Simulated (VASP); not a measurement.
Level of theory: r2SCAN+rVV10, VASP's PBE PAW potentials (set 64) (plane waves; VASP).

Input for VASP

**INCAR**
```
ALGO = Normal
BPARAM = 11.95
CPARAM = 0.0093
EDIFF = 1E-7
ENCUT = 520
ISIF = 2
ISMEAR = -5
LASPH = .TRUE.
LCHARG = .FALSE.
LEFG = .TRUE.
LMAXMIX = 4
LMIXTAU = .TRUE.
LORBIT = 11
LREAL = .FALSE.
LUSE_VDW = .TRUE.
LWAVE = .FALSE.
METAGGA = R2SCAN
NEDOS = 601
NELM = 100
PREC = Accurate
SYSTEM = SnSe2
```

KPOINTS_OPT:
```
k-points along high-symmetry lines
6
Line-mode
Reciprocal
  0.000000   0.000000   0.000000 ! GAMMA
  0.500000  -0.000000   0.000000 ! M

  0.500000  -0.000000   0.000000 ! M
  0.333333   0.333333   0.000000 ! K

  0.333333   0.333333   0.000000 ! K
  0.000000   0.000000   0.000000 ! GAMMA

  0.000000   0.000000   0.000000 ! GAMMA
  0.000000   0.000000   0.500000 ! A

  0.000000   0.000000   0.500000 ! A
  0.500000  -0.000000   0.500000 ! L

  0.500000  -0.000000   0.500000 ! L
  0.333333   0.333333   0.500000 ! H

  0.333333   0.333333   0.500000 ! H
  0.000000   0.000000   0.500000 ! A

  0.500000  -0.000000   0.500000 ! L
  0.500000  -0.000000   0.000000 ! M

  0.333333   0.333333   0.500000 ! H
  0.333333   0.333333   0.000000 ! K
```

POSCAR:
```
SnSe2
1
    1.9165081878    -3.3194897697     0.0000000000
    1.9165081878     3.3194897697     0.0000000000
    0.0000000000     0.0000000000     6.2366366453
Sn Se
1 2
Direct
  0.0000000000   0.0000000000   0.0000000000
  0.3333330000   0.6666670000   0.2525926707
  0.6666670000   0.3333330000   0.7474073293
```

File KPOINTS:
```
Automatic mesh
0
Gamma
8 8 4
0 0 0
```

POTCAR, in this order: Sn_d Se (PBE.64 set). Program: vasp_std.

What VASP printed:

OSZICAR:
```
       N       E                     dE             d eps       ncg     rms          rms(c)
DAV:   1     0.154922002541E+03    0.15492E+03   -0.12801E+04  1191   0.176E+03
DAV:   2    -0.366082942793E+02   -0.19153E+03   -0.18900E+03  1306   0.405E+02
DAV:   3    -0.577454277630E+02   -0.21137E+02   -0.20778E+02  1512   0.124E+02
DAV:   4    -0.584191624886E+02   -0.67373E+00   -0.67283E+00  1442   0.226E+01
DAV:   5    -0.584350204089E+02   -0.15858E-01   -0.15854E-01  1825   0.359E+00    0.577E+00
DAV:   6    -0.558429386623E+02    0.25921E+01   -0.16931E+00  1492   0.211E+01    0.392E+00
DAV:   7    -0.530776813100E+02    0.27653E+01   -0.86183E-01  1310   0.636E+00    0.133E+00
DAV:   8    -0.538994772628E+02   -0.82180E+00   -0.66400E-01  1223   0.649E+00    0.648E-01
DAV:   9    -0.539060973180E+02   -0.66201E-02   -0.15978E-01  1204   0.319E+00    0.381E-01
DAV:  10    -0.539423756406E+02   -0.36278E-01   -0.19244E-02  1300   0.120E+00    0.259E-01
DAV:  11    -0.539733742270E+02   -0.30999E-01   -0.51449E-02  1208   0.198E+00    0.127E-01
DAV:  12    -0.539738936745E+02   -0.51945E-03   -0.46221E-03  1278   0.548E-01    0.118E-01
DAV:  13    -0.539748545875E+02   -0.96091E-03   -0.37893E-04  1477   0.205E-01    0.821E-02
DAV:  14    -0.539763515483E+02   -0.14970E-02   -0.21381E-03  1197   0.466E-01    0.244E-02
DAV:  15    -0.539765730821E+02   -0.22153E-03   -0.32626E-04  1222   0.172E-01    0.264E-02
DAV:  16    -0.539765236280E+02    0.49454E-04   -0.10254E-04  1343   0.941E-02    0.253E-02
DAV:  17    -0.539765521123E+02   -0.28484E-04   -0.11541E-05  1329   0.315E-02    0.153E-02
DAV:  18    -0.539765757358E+02   -0.23623E-04   -0.47592E-05  1245   0.694E-02    0.884E-03
DAV:  19    -0.539765762293E+02   -0.49342E-06   -0.62521E-06  1221   0.279E-02    0.955E-03
DAV:  20    -0.539765781143E+02   -0.18850E-05   -0.40223E-06  1248   0.189E-02    0.223E-03
DAV:  21    -0.539765781139E+02    0.36016E-09   -0.36854E-07  1303   0.402E-03
   1 F= -.53976578E+02 E0= -.53976578E+02  d E =0.000000E+00
       N       E                     dE             ncg
       N       E                     dE             ncg
```

### OUTCAR
```
------------------------ aborting loop because EDIFF is reached ----------------------------------------
  FORCE on cell =-STRESS in cart. coord.  units (eV):
  Direction    XX          YY          ZZ          XY          YZ          ZX
  --------------------------------------------------------------------------------------
  Total       -0.0465747     -0.0465747      0.0221933      0.0000000     -0.0000000      0.0000000
  in kB       -0.9403679     -0.9403680      0.4480958      0.0000000     -0.0000000      0.0000000
  external PRESSURE =      -0.4775467 kB  Pullay stress =       0.0000000 kB
  volume of cell :       79.35
      direct lattice vectors                 reciprocal lattice vectors
     1.916508188 -3.319489770  0.000000000     0.260891137 -0.150625558  0.000000000
     1.916508188  3.319489770  0.000000000     0.260891137  0.150625558  0.000000000
     0.000000000  0.000000000  6.236636645     0.000000000  0.000000000  0.160342835
 POSITION                                       TOTAL-FORCE (eV/Angst)
 -----------------------------------------------------------------------------------
      0.00000      0.00000      0.00000         0.000000      0.000000      0.000000
      1.91651      1.10650      1.57533         0.000000      0.000000      0.013956
      1.91651     -1.10650      4.66131        -0.000000     -0.000000     -0.013956
 -----------------------------------------------------------------------------------
    total drift:                                0.000000     -0.000000      0.000000
  FREE ENERGIE OF THE ION-ELECTRON SYSTEM (eV)
  ---------------------------------------------------
  free  energy   TOTEN  =       -53.9765781139 eV

  energy  without entropy=      -53.9765781139  energy(sigma->0) =      -53.97657811

 total charge

# of ion       s       p       d       tot
------------------------------------------
    1        1.019   1.046  10.103  12.167
    2        1.480   2.351   0.028   3.859
    3        1.480   2.351   0.028   3.859
--------------------------------------------------
tot          3.979   5.748  10.158  19.885

 Electric field gradients after diagonalization (V/A^2)
 (convention: |V_zz| > |V_xx| > |V_yy|)
----------------------------------------------------------------------
 ion       V_xx      V_yy      V_zz     asymmetry (V_yy - V_xx)/ V_zz
----------------------------------------------------------------------
   1      -2.221    -2.219     4.440       0.000
   2      37.603    37.602   -75.205       0.000
   3      37.603    37.602   -75.205       0.000
```
(Selected blocks of OUTCAR.)

The compound is SnSe2 in the 1T layered structure. It was relaxed first.
